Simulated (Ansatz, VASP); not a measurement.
# SnI2 in two plane-wave programs, part 3 of 3

One calculation is typed for both programs; each brings its own data sets and cutoff. How far apart do they land? The cell is generated by rule, not measured, and may not be a known phase. The cell is taken from a series of VASP runs on this material, whose earlier steps may have relaxed, scaled or displaced it; both programs get it as it stands.

VASP 6.6.1 and Ansatz 0.2.0.

So far: The starting structure; Ansatz: zone-centre phonons, PBEsol; VASP: zone-centre phonons, PBEsol.

**3. VASP: zone-centre phonons, PBEsol (continued)**

Level of this step: PBEsol; plane waves and PAW (Sn_d, I); invented cell (VASP).

Numbers of over 12 decimals in the logs are rounded to 6 here.

Parts of OUTCAR (step 3):

```text
ion  position               nearest neighbor table
   1  0.000  0.000  0.000-   3 3.28   3 3.28   3 3.28   2 3.28   3 3.28   2 3.28   2 3.28   2 3.28

  LATTYP: Found a face centered cubic cell.
 ALAT       =     7.5656000000

 Subroutine GETGRP returns: Found 48 space group operations
 (whereof 48 operations were pure point group operations)

The static configuration has the point symmetry O_h .

 Found     47 irreducible k-points:

   k-points           NKPTS =     47   k-points in BZ     NKDIM =     47   number of bands    NBANDS=     20

   dimension x,y,z NGX =    36 NGY =   36 NGZ =   36
   dimension x,y,z NGXF=    72 NGYF=   72 NGZF=   72

   ENCUT  =  400.0 eV  29.40 Ry    5.42 a.u.   8.72  8.72  8.72*2*pi/ulx,y,z

   NELECT =      28.0000    total number of electrons

 k-points in reciprocal lattice and weights: Automatic mesh
   0.00000000  0.00000000  0.00000000       0.001
   0.10000000  0.00000000  0.00000000       0.008
   0.20000000  0.00000000  0.00000000       0.008
   0.30000000  0.00000000  0.00000000       0.008
   0.40000000  0.00000000  0.00000000       0.008
   0.50000000  0.00000000  0.00000000       0.004
   0.10000000  0.10000000  0.00000000       0.006
   0.20000000  0.10000000  0.00000000       0.024
   0.30000000  0.10000000  0.00000000       0.024
[...]
-0.30000000  0.40000000  0.20000000       0.024
  -0.30000000  0.50000000  0.20000000       0.012

 average (electrostatic) potential at core
       1-102.3077       2 -90.8699       3 -90.8699

  Total        1.1279394      1.1279394      1.1279394     -0.0000000      0.0000000     -0.0000000
  in kB       16.6926850     16.6926850     16.6926850     -0.0000000      0.0000000     -0.0000000
  external PRESSURE =      16.6926850 kB  Pullay stress =       0.0000000 kB

  energy-cutoff  :      400.00
  volume of cell :      108.26
      direct lattice vectors                 reciprocal lattice vectors
     0.000000000  3.782800000  3.782800000    -0.132177223  0.132177223  0.132177223
     3.782800000  0.000000000  3.782800000     0.132177223 -0.132177223  0.132177223
     3.782800000  3.782800000  0.000000000     0.132177223  0.132177223 -0.132177223

 POSITION                                       TOTAL-FORCE (eV/Angst)
 -----------------------------------------------------------------------------------
      0.00000      0.00000      0.00000         0.000000      0.000000     -0.000000
      1.89140      1.89140      1.89140         0.000000      0.000000      0.000000
      5.67420      5.67420      5.67420        -0.000000     -0.000000     -0.000000
 -----------------------------------------------------------------------------------
    total drift:                               -0.000000      0.000000      0.000000

 MACROSCOPIC STATIC DIELECTRIC TENSOR (including local field effects in DFT)
 ------------------------------------------------------
           9.112583     0.000000     0.000000
           0.000000     9.112583     0.000000
          -0.000000    -0.000000     9.112583
 ------------------------------------------------------

 PIEZOELECTRIC TENSOR (including local field effects)  for field in x, y, z        (C/m^2)
          XX          YY          ZZ          XY          YZ          ZX
  --------------------------------------------------------------------------------
  x     0.00000     0.00000     0.00000     0.00000     0.00000     0.00000
  y     0.00000     0.00000     0.00000     0.00000     0.00000     0.00000
  z     0.00000     0.00000     0.00000     0.00000     0.00000     0.00000

 BORN EFFECTIVE CHARGES (including local field effects) (in |e|, cummulative output)
 ---------------------------------------------------------------------------------
 ion    1
    1     4.47692     0.00000     0.00000
    2     0.00000     4.47692     0.00000
    3     0.00000     0.00000     4.47692
 ion    2
    1    -2.23846     0.00000     0.00000
    2     0.00000    -2.23846     0.00000
    3     0.00000     0.00000    -2.23846
 ion    3
    1    -2.23846     0.00000     0.00000
    2     0.00000    -2.23846     0.00000
    3     0.00000     0.00000    -2.23846

 Eigenvectors and eigenvalues of the dynamical matrix
 ----------------------------------------------------

   1 f  =    2.922294 THz    18.361314 2PiTHz   97.477229 cm-1    12.085631 meV
             X         Y         Z           dx          dy          dz
      0.000000  0.000000  0.000000     0.000000    0.000000   -0.000000
      1.891400  1.891400  1.891400     0.000000    0.000000   -0.707107
      5.674200  5.674200  5.674200    -0.000000   -0.000000    0.707107

   2 f  =    2.922294 THz    18.361314 2PiTHz   97.477229 cm-1    12.085631 meV
             X         Y         Z           dx          dy          dz
      0.000000  0.000000  0.000000     0.000000   -0.000000   -0.000000
      1.891400  1.891400  1.891400    -0.258028   -0.658348    0.000000
      5.674200  5.674200  5.674200     0.258028    0.658348    0.000000

   3 f  =    2.922294 THz    18.361314 2PiTHz   97.477229 cm-1    12.085631 meV
             X         Y         Z           dx          dy          dz
      0.000000  0.000000  0.000000    -0.000000   -0.000000    0.000000
      1.891400  1.891400  1.891400     0.658348   -0.258028    0.000000
      5.674200  5.674200  5.674200    -0.658348    0.258028    0.000000

   4 f  =    1.633767 THz    10.265260 2PiTHz   54.496598 cm-1     6.756714 meV
             X         Y         Z           dx          dy          dz
      0.000000  0.000000  0.000000     0.597035    0.455747    0.337321
      1.891400  1.891400  1.891400    -0.290975   -0.222116   -0.164399
      5.674200  5.674200  5.674200    -0.290975   -0.222116   -0.164399

   5 f  =    1.633767 THz    10.265260 2PiTHz   54.496598 cm-1     6.756714 meV
             X         Y         Z           dx          dy          dz
      0.000000  0.000000  0.000000    -0.278554   -0.190897    0.750938
      1.891400  1.891400  1.891400     0.135758    0.093037   -0.365982
      5.674200  5.674200  5.674200     0.135758    0.093037   -0.365982

   6 f  =    1.633767 THz    10.265260 2PiTHz   54.496598 cm-1     6.756714 meV
             X         Y         Z           dx          dy          dz
      0.000000  0.000000  0.000000     0.493861   -0.658631    0.015762
      1.891400  1.891400  1.891400    -0.240692    0.320995   -0.007682
      5.674200  5.674200  5.674200    -0.240692    0.320995   -0.007682

   7 f/i=    0.005933 THz     0.037279 2PiTHz    0.197909 cm-1     0.024538 meV
             X         Y         Z           dx          dy          dz
      0.000000  0.000000  0.000000    -0.297006    0.483568    0.002808
      1.891400  1.891400  1.891400    -0.304705    0.496102    0.002881
      5.674200  5.674200  5.674200    -0.304705    0.496102    0.002881

   8 f/i=    0.005933 THz     0.037279 2PiTHz    0.197909 cm-1     0.024538 meV
             X         Y         Z           dx          dy          dz
      0.000000  0.000000  0.000000     0.472622    0.290971   -0.118417
      1.891400  1.891400  1.891400     0.484873    0.298513   -0.121487
      5.674200  5.674200  5.674200     0.484873    0.298513   -0.121487

   9 f/i=    0.005933 THz     0.037279 2PiTHz    0.197909 cm-1     0.024538 meV
             X         Y         Z           dx          dy          dz
      0.000000  0.000000  0.000000    -0.102343   -0.059636   -0.555002
      1.891400  1.891400  1.891400    -0.104996   -0.061182   -0.569389
      5.674200  5.674200  5.674200    -0.104996   -0.061182   -0.569389

 MACROSCOPIC STATIC DIELECTRIC TENSOR IONIC CONTRIBUTION
 ------------------------------------------------------
          37.916280     0.000000     0.000000
           0.000000    37.916280    -0.000000
           0.000000    -0.000000    37.916280
 ------------------------------------------------------

 ELASTIC MODULI CONTR FROM IONIC RELAXATION (kBar)
 Direction    XX          YY          ZZ          XY          YZ          ZX
 --------------------------------------------------------------------------------
 XX          -0.0000     -0.0000     -0.0000      0.0000     -0.0000      0.0000
 YY          -0.0000     -0.0000     -0.0000      0.0000      0.0000     -0.0000
 ZZ          -0.0000     -0.0000     -0.0000     -0.0000      0.0000      0.0000
 XY           0.0000      0.0000     -0.0000    -75.8181      0.0000     -0.0000
 YZ          -0.0000      0.0000      0.0000      0.0000    -75.8181      0.0000
 ZX           0.0000     -0.0000      0.0000     -0.0000      0.0000    -75.8181
 --------------------------------------------------------------------------------

 PIEZOELECTRIC TENSOR IONIC CONTR  for field in x, y, z        (C/m^2)
          XX          YY          ZZ          XY          YZ          ZX
  --------------------------------------------------------------------------------
  x    -0.00000     0.00000     0.00000    -0.00000    -0.00000     0.00000
  y    -0.00000    -0.00000    -0.00000     0.00000     0.00000     0.00000
  z    -0.00000    -0.00000     0.00000     0.00000    -0.00000    -0.00000
```

**4. Comparison**

Known differences besides the potentials themselves: the data sets hold 48 valence electrons in Ansatz (default PAW (the set named soft_2) files) and 28 in VASP; the cutoff is 420 eV in Ansatz and 400 eV in VASP; Ansatz makes its cores anew for this functional, VASP keeps those of its PBE data sets; VASP leaves aspherical gradient terms in its spheres out (LASPH is not set), Ansatz keeps them. Total energies have different zeros and are not compared.

The two programs side by side:

| quantity | Ansatz | VASP | difference |
| --- | --- | --- | --- |
| ε∞ xx | 9.10 | 9.11 | -0.16 % |
| ε∞ yy | 9.10 | 9.11 | -0.16 % |
| ε∞ zz | 9.10 | 9.11 | -0.16 % |
| Born charge of Sn1 (mean of the diagonal) (e) | 4.48 | 4.48 | 0.00 |
| Born charge of I2 (mean of the diagonal) (e) | -2.24 | -2.24 | 0.00 |
| optical mode 1 to 3 (cm⁻¹) | 53.8 | 54.5 | -1.22 % |
| optical mode 4 to 6 (cm⁻¹) | 97.2 | 97.5 | -0.30 % |

Modes are paired by rising frequency and degeneracy, not by their patterns, so a pair may still set unlike modes beside each other.

**5. What the set-up changes**

Further runs change the set-up of one program: Ansatz's method, potentials or start, or VASP's data sets, cutoff or form of LDA. The table gives Ansatz less VASP for each quantity, since a change that brings one quantity closer may part another.

| run | optical mode 1 to 3 (%) | optical mode 4 to 6 (%) |
| --- | --- | --- |
| as above | -1.2 | -0.30 |
| Ansatz's all-electron LAPW method | -1.3 | -0.26 |

**6. Outcome**

```yaml
r_m_s_difference_of_the_optical_zone_centre_modes_each_program_s_sorted_by_frequency_zone_centre_phonons_pbesol: 0.52 cm⁻¹
difference_in_optical_mode_1_to_3_zone_centre_phonons_pbesol: -1.2 %
```

What this shows: The r.m.s. difference of the optical zone-centre modes, each program's sorted by frequency is 0.52 cm⁻¹ (zone-centre phonons, PBEsol). Among the rows given in per cent, the largest difference of the zone-centre phonons, PBEsol pair is in optical mode 1 to 3, -1.2 %. For zone-centre phonons, PBEsol, no further run moves any of the tabulated differences by more than a quarter of its size. How closely two codes agree says nothing of how well the functional describes the real material.

[Lines on the potential files, build, host, timing and source positions are cut from VASP's logs without a mark.]

[Logs are printed without paths, hosts, clocks, repeated set-up lines and the standing remarks that a program may print on its own settings, such as how far it seeks lower states.]

[Hosts, paths, dates, database ids (printed as entryN), source tags and the programs' standing remarks are cut or masked in the printed files.]
